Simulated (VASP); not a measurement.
MgSnO2:

```
Mg Sn O
1.0
     4.30009    0.00000    0.00000
    -2.15005    3.72399    0.00000
     0.00000    0.00000    4.77638
Mg Sn O
1 1 2
Cartesian
  0.0000 0.0000 2.3882
  0.0000 0.0000 0.0000
  0.0000 2.4827 2.3882
  2.1500 1.2413 2.3882
```

The cell was built by a generator and needn't be a form met in nature.

```yaml
Program: VASP 6.6.1
Task: relaxation of cell and atoms
Functional: PBE
Potentials_or_basis: VASP PAW PBE potentials, release 64 (Mg, Sn_d, O)
Cutoff: 520 eV
k_mesh: 4 × 4 × 3
Occupations: gaussian, width 0.15 eV
Spin: no spin polarisation
```

At the start: pressure -1.1 GPa; volume 19.12 Å³/atom.

Problem. How do energy, volume and symmetry change on relaxing?

Solution. Over 8 steps the energy falls by 707.4 meV/atom and the volume is 17.31 Å³/atom (-9.5 %); space group P6/mmm (No. 191, to 0.05 Å).

The path:
```tsv
step	energy change (eV)	largest force (eV/Å)	pressure (GPa)	volume (Å³)
1	0.0000	0.0000	-1.07	76.49
2	-2.2743	0.0000	-5.52	73.59
3	-2.7582	0.0000	1.67	68.96
4	-2.8244	0.0000	-0.86	70.43
5	-2.8253	0.0000	-1.23	70.24
6	-2.8264	0.0000	0.88	68.67
7	-2.8281	0.0000	-0.04	69.40
8	-2.8297	0.0000	-0.08	69.25
```

Final structure:
```yaml
crystal:
  lattice:
    - [3.65399, 0.00000, 0.00000]
    - [-1.82700, 3.16445, 0.00000]
    - [0.00000, 0.00000, 5.98932]
  atoms:
    - { symbol: Mg, position: [0.00000, 0.00000, 0.50000] }
    - { symbol: Sn, position: [0.00000, 0.00000, 0.00000] }
    - { symbol: O, position: [0.33333, 0.66667, 0.50000] }
    - { symbol: O, position: [0.66667, 0.33333, 0.50000] }
```

Caveat: the k mesh is coarse (spacing up to 0.44 Å⁻¹), so the values aren't converged.
